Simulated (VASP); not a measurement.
```xyz
7
Lattice="2.2890 1.3216 8.6840 -2.2890 1.3216 8.6840 0.0000 -2.6431 8.6840" Properties=species:S:1:pos:R:3 pbc="T T T"
Ba    -0.0125    -0.0057     0.0426
Mg    -0.0185    -0.0353    22.5584
Mg    -0.0179    -0.0638     3.5990
Li    -0.0981     0.0727    11.1179
Li     0.0761     0.0315    14.8489
Si     0.0531    -0.0468    19.7153
Si     0.0179     0.0474     6.2738
```

The numbers are results of LDA (Ceperley-Alder, Perdew-Zunger), VASP's LDA PAW potentials (set 64) (plane waves; VASP 6.6.1), not measurements. Numerical set-up: 400 eV cut-off, 4×4×4 Γ-centred mesh, Fermi-Dirac smearing of 0.10 eV, potentials Ba_sv Mg Li_sv Si.

At this cut-off the stress carries a Pulay error, which pulls relaxed volumes low. Unless said otherwise, spin-orbit coupling is left out, though it shifts the bands of the heavy elements here.

Problem. Estimate the energy per atom (σ→0), pressure, largest force, band gap (on the k-mesh) with the smallest direct gap where there is one.

Solution. 
| Quantity | Result |
|---|---|
| band gap (on the k-mesh) | none (metal, semimetal or under 0.01 eV) |
| energy per atom (σ→0) | -332.9 kJ/mol of atoms |
| pressure | -3.08 GPa |
| largest force | 0.491 eV/Å |

The absolute energy has meaning only against runs of the same code, potentials and settings.

The structure comes from a measured BaLi2Mg2Si2 entry of the Crystallography Open Database, whose conditions weren't checked. The cell was not relaxed at this level, atoms are displaced from their ideal sites. The k-mesh is coarse (spacing up to 0.40 per Å, 2π included), so the numbers may not be converged in it.
